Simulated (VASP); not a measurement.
## HfTe: phonons with PBEsol

Crystal: HfTe.

```
CELL_PARAMETERS angstrom
0.00000 2.88017 2.88017
2.88017 0.00000 2.88017
2.88017 2.88017 0.00000
ATOMIC_POSITIONS crystal
Hf 0.00000 0.00000 0.00000
Te 0.50000 0.50000 0.50000
```

The cell comes from a database or a generator and needn't be the stable form of this composition.

```json
{
  "Program": "VASP 6.6.1",
  "Task": "phonons",
  "Functional": "PBEsol",
  "Potentials or basis": "VASP PAW PBE potentials, release 64 (Hf_pv, Te)",
  "Cutoff": "520 eV",
  "k mesh": "12 × 12 × 12",
  "Occupations": "fermi-dirac, width 0.15 eV",
  "Spin": "no spin polarisation",
  "Dipole correction": "no",
  "Further INCAR settings": "ALGO = Normal; EDIFF = 1e-08; NBANDS = 15; IBRION = 8; NSW = 1"
}
```

The highest phonon frequency at Γ, LO-TO splitting left out is 136 cm⁻¹.

Phonon frequencies in cm⁻¹ (negative: imaginary):
```tsv
q point	frequencies
(0.000, 0.000, 0.000)	0 0 0 136 136 136
```

It took 4.7 min on 1 thread of Intel(R) Xeon(R) Platinum 8488C (Sapphire Rapids) (shared host), peak memory 0.4 GiB.

 Spin-orbit coupling is left out, which matters for the levels of Hf, Te.
